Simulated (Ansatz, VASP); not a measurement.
# Cross-check of BeSi between VASP and Ansatz

Wanted: the spread between two codes on one cell, functional and k mesh. The cell is generated by rule, not measured, and may not be a known phase. The cell is taken from a series of runs on this material, whose earlier steps may have relaxed, scaled, displaced or heated it; both programs get it as it stands.

Program: Ansatz 0.2.0. Level of theory: plane waves, with VASP 6.6.1 beside it; zone-centre phonons at LDA. Results are calculated unless marked as measured.

The structure was built from a prototype and need not be the compound's stable phase.

## Step 1: Set-up

Symmetry: Pm-3m, No. 221, cubic system. The conventional cell has a = 2.797 Å, b = 2.797 Å, c = 2.797 Å, α = 90.00°, β = 90.00°, γ = 90.00°. Nearest to Be lie 8 Si at 2.42 Å. Si has 8 Be at 2.42 Å nearest. Farther neighbours are not listed.

As a file:

```
Be Si
1.0
     2.79715    0.00000    0.00000
     0.00000    2.79715    0.00000
     0.00000    0.00000    2.79715
Be Si
1 1
Direct
  0.00000 0.00000 0.00000
  0.50000 0.50000 0.50000
```

## Step 2: VASP: zone-centre phonons, LDA

Second derivatives magnify differences that forces hide, and they need a tight electronic threshold.

Lines of VASP's logs that name or quote its potential files are left out, and so is its time.

Contents of INCAR:

```
SYSTEM = BeSi
PREC = Accurate
ENCUT = 600
EDIFF = 1E-08
NELM = 120
ISMEAR = 0
SIGMA = 0.27211
LREAL = .FALSE.
ALGO = Normal
GGA = CA
NBANDS = 9
LORBIT = 11
LWAVE = .FALSE.
LCHARG = .FALSE.
ISIF = 2
IBRION = 8
LASPH = .TRUE.
GGA_COMPAT = .FALSE.
KPAR = 2
```

Contents of POSCAR:

```
BeSi
1.0
    2.7971517113      0.0000000000      0.0000000000
    0.0000000000      2.7971517113      0.0000000000
    0.0000000000      0.0000000000      2.7971517113
Be Si
1 1
Direct
    0.0000000000      0.0000000000      0.0000000000
    0.5000000000      0.5000000000      0.5000000000
```

Contents of KPOINTS:

```
Automatic mesh
0
Gamma
12 12 12
0 0 0
```

The projector-augmented-wave data sets are Be and Si (LDA family, release 64).

Run with:

```sh
$ mpirun -np 2 vasp_std
```

The log of the run:

```text
[banner, memory and clock lines left out]
running    2 mpi-ranks, on    1 nodes
 distrk:  each k-point on    1 cores,    2 groups
 distr:  one band on    1 cores,    1 groups

 POSCAR found type information on POSCAR BeSi
 POSCAR found :  2 types and       2 ions
 LDA part: xc-table for (Slater(with rela. corr.)+CA(PZ))
 , standard interpolation
 POSCAR, INCAR and KPOINTS ok, starting setup
 FFT: planning ... GRIDC
 FFT: planning ... GRID_SOFT
 FFT: planning ... GRID
 WAVECAR not read
 entering main loop
       N       E                     dE             d eps       ncg     rms          rms(c)
DAV:   1     0.124349218339E+01    0.12435E+01   -0.32759E+03  1520   0.649E+02
DAV:   2    -0.909752578066E+01   -0.10341E+02   -0.10114E+02  2076   0.732E+01
DAV:   3    -0.926505423447E+01   -0.16753E+00   -0.16705E+00  1890   0.829E+00
DAV:   4    -0.926547618180E+01   -0.42195E-03   -0.42191E-03  2072   0.483E-01
DAV:   5    -0.926547710952E+01   -0.92771E-06   -0.92677E-06  1858   0.196E-02    0.354E+00
DAV:   6    -0.920486352898E+01    0.60614E-01   -0.73477E-02  1662   0.106E+00    0.193E+00
DAV:   7    -0.918835714218E+01    0.16506E-01   -0.44868E-02  1782   0.866E-01    0.261E-01
DAV:   8    -0.918751929863E+01    0.83784E-03   -0.15573E-03  1730   0.233E-01    0.530E-02
DAV:   9    -0.918746744370E+01    0.51855E-04   -0.45741E-05  1791   0.418E-02    0.478E-02
DAV:  10    -0.918746634647E+01    0.10972E-05   -0.10232E-06  1952   0.656E-03    0.534E-03
DAV:  11    -0.918746633387E+01    0.12602E-07   -0.12513E-07  1812   0.159E-03    0.196E-03
DAV:  12    -0.918746633295E+01    0.91211E-09   -0.74881E-09  1046   0.474E-04
   1 F= -.91874663E+01 E0= -.91744401E+01  d E =-.260525E-01
 Linear response reoptimize wavefunctions to high precision
DAV:   1    -0.918746633292E+01    0.29843E-10   -0.45837E-10  1437   0.130E-04
 Linear response DOF=           2
 Linear response progress:
  Degree of freedom:   1/  2
       N       E                     dE             d eps       ncg     rms          rms(c)
RMM:   1    -0.848777287428E-02   -0.84878E-02    0.79211E-03  7903   0.450E-01
RMM:   2    -0.886080390026E-02   -0.37303E-03   -0.15893E-04  5643   0.750E-02    0.735E-02
RMM:   3    -0.876627244229E-02    0.94531E-04   -0.92360E-05  5620   0.459E-02    0.346E-02
RMM:   4    -0.888049646312E-02   -0.11422E-03   -0.56881E-05  5698   0.362E-02    0.593E-03
RMM:   5    -0.889517266866E-02   -0.14676E-04   -0.55555E-07  5795   0.504E-03    0.451E-04
RMM:   6    -0.889625644485E-02   -0.10838E-05   -0.12116E-08  5978   0.486E-04    0.286E-04
RMM:   7    -0.889600775418E-02    0.24869E-06    0.84817E-10  5969   0.166E-04    0.195E-05
RMM:   8    -0.889606832320E-02   -0.60569E-07    0.34236E-08  6245   0.610E-05    0.262E-06
RMM:   9    -0.889606729108E-02    0.10321E-08    0.45920E-08  6103   0.553E-05    0.486E-07
 first order change of Fermi-energy   0.21541E-03
 force on displaced ion       1 direction 1 :  -2.403  -0.000   0.000
 Linear response progress:
  Degree of freedom:   2/  2
       N       E                     dE             d eps       ncg     rms          rms(c)
RMM:   1    -0.141337951893E-01   -0.14134E-01    0.17776E-02  7462   0.684E-01
RMM:   2    -0.143389521390E-01   -0.20516E-03   -0.17401E-04  5529   0.961E-02    0.652E-02
RMM:   3    -0.143860436157E-01   -0.47091E-04   -0.40256E-05  5646   0.333E-02    0.349E-02
RMM:   4    -0.145380302061E-01   -0.15199E-03   -0.32081E-05  5592   0.291E-02    0.635E-03
RMM:   5    -0.145253188067E-01    0.12711E-04   -0.86465E-07  5790   0.508E-03    0.939E-04
RMM:   6    -0.145262994380E-01   -0.98063E-06   -0.56341E-08  5876   0.633E-04    0.472E-04
RMM:   7    -0.145264318669E-01   -0.13243E-06   -0.52427E-08  6007   0.179E-04    0.110E-05
RMM:   8    -0.145264301240E-01    0.17429E-08   -0.49868E-08  6200   0.708E-05    0.593E-06
 first order change of Fermi-energy  -0.27124E-03
 force on displaced ion       2 direction 1 :  -2.403  -0.000   0.000
 Linear response finished
```

From OUTCAR (step 2):

```text
ion  position               nearest neighbor table
   1  0.000  0.000  0.000-   2 2.42   2 2.42   2 2.42   2 2.42   2 2.42   2 2.42   2 2.42   2 2.42

  LATTYP: Found a simple cubic cell.
 ALAT       =     2.7971517113

 Subroutine GETGRP returns: Found 48 space group operations
 (whereof 48 operations were pure point group operations)

The static configuration has the point symmetry O_h .

 Found     84 irreducible k-points:

   k-points           NKPTS =     84   k-points in BZ     NKDIM =     84   number of bands    NBANDS=      9

   dimension x,y,z NGX =    24 NGY =   24 NGZ =   24
   dimension x,y,z NGXF=    48 NGYF=   48 NGZF=   48

   ENCUT  =  600.0 eV  44.10 Ry    6.64 a.u.   5.59  5.59  5.59*2*pi/ulx,y,z

   NELECT =       6.0000    total number of electrons

 k-points in reciprocal lattice and weights: Automatic mesh
   0.00000000  0.00000000  0.00000000       0.001
   0.08333333  0.00000000  0.00000000       0.003
   0.16666667  0.00000000  0.00000000       0.003
   0.25000000  0.00000000  0.00000000       0.003
   0.33333333  0.00000000  0.00000000       0.003
   0.41666667  0.00000000  0.00000000       0.003
   0.50000000  0.00000000  0.00000000       0.002
   0.08333333  0.08333333  0.00000000       0.007
   0.16666667  0.08333333  0.00000000       0.014
[...]
0.50000000  0.50000000  0.41666667       0.003
   0.50000000  0.50000000  0.50000000       0.001

 average (electrostatic) potential at core
       1 -28.2671       2 -82.0615

  Total        0.0058864      0.0058864      0.0058864     -0.0000000     -0.0000000      0.0000000
  in kB        0.4309356      0.4309356      0.4309356     -0.0000000     -0.0000000      0.0000000
  external PRESSURE =       0.4309356 kB  Pullay stress =       0.0000000 kB

  energy-cutoff  :      600.00
  volume of cell :       21.89
      direct lattice vectors                 reciprocal lattice vectors
     2.797151711  0.000000000  0.000000000     0.357506529  0.000000000  0.000000000
     0.000000000  2.797151711  0.000000000     0.000000000  0.357506529  0.000000000
     0.000000000  0.000000000  2.797151711     0.000000000  0.000000000  0.357506529

 POSITION                                       TOTAL-FORCE (eV/Angst)
 -----------------------------------------------------------------------------------
      0.00000      0.00000      0.00000         0.000000      0.000000      0.000000
      1.39858      1.39858      1.39858         0.000000      0.000000      0.000000
 -----------------------------------------------------------------------------------
    total drift:                               -0.000000     -0.000000     -0.000000

 Eigenvectors and eigenvalues of the dynamical matrix
 ----------------------------------------------------

   1 f  =    9.277022 THz    58.289249 2PiTHz  309.448150 cm-1    38.366664 meV
             X         Y         Z           dx          dy          dz
      0.000000  0.000000  0.000000     0.000000   -0.870054    0.000000
      1.398576  1.398576  1.398576    -0.000000    0.492957    0.000000

   2 f  =    9.277022 THz    58.289249 2PiTHz  309.448150 cm-1    38.366664 meV
             X         Y         Z           dx          dy          dz
      0.000000  0.000000  0.000000     0.000000   -0.000000   -0.870054
      1.398576  1.398576  1.398576    -0.000000   -0.000000    0.492957

   3 f  =    9.277022 THz    58.289249 2PiTHz  309.448150 cm-1    38.366664 meV
             X         Y         Z           dx          dy          dz
      0.000000  0.000000  0.000000     0.870054    0.000000   -0.000000
      1.398576  1.398576  1.398576    -0.492957   -0.000000    0.000000

   4 f/i=    0.000596 THz     0.003742 2PiTHz    0.019866 cm-1     0.002463 meV
             X         Y         Z           dx          dy          dz
      0.000000  0.000000  0.000000    -0.240248    0.235794    0.360122
      1.398576  1.398576  1.398576    -0.424031    0.416169    0.635606

   5 f/i=    0.000596 THz     0.003742 2PiTHz    0.019866 cm-1     0.002463 meV
             X         Y         Z           dx          dy          dz
      0.000000  0.000000  0.000000    -0.288777    0.217547   -0.335093
      1.398576  1.398576  1.398576    -0.509683    0.383965   -0.591429

   6 f/i=    0.000596 THz     0.003742 2PiTHz    0.019866 cm-1     0.002463 meV
             X         Y         Z           dx          dy          dz
      0.000000  0.000000  0.000000    -0.319210   -0.374273    0.032105
      1.398576  1.398576  1.398576    -0.563396   -0.660582    0.056665

 ELASTIC MODULI CONTR FROM IONIC RELAXATION (kBar)
 Direction    XX          YY          ZZ          XY          YZ          ZX
 --------------------------------------------------------------------------------
 XX           0.0000      0.0000      0.0000      0.0000      0.0000      0.0000
 YY           0.0000      0.0000      0.0000      0.0000      0.0000      0.0000
 ZZ           0.0000      0.0000      0.0000      0.0000      0.0000      0.0000
 XY           0.0000      0.0000      0.0000      0.0000      0.0000      0.0000
 YZ           0.0000      0.0000      0.0000      0.0000      0.0000      0.0000
 ZX           0.0000      0.0000      0.0000      0.0000      0.0000      0.0000
 --------------------------------------------------------------------------------
```

[end of part 1 of 2]

[Lines on the potential files, build, host, timing and source positions are cut from VASP's logs without a mark.]

[Logs are printed without paths, hosts, clocks, repeated set-up lines and the standing remarks that a program may print on its own settings, such as how far it seeks lower states.]

[Hosts, paths, dates, database ids (printed as entryN), source tags and the programs' standing remarks are cut or masked in the printed files.]
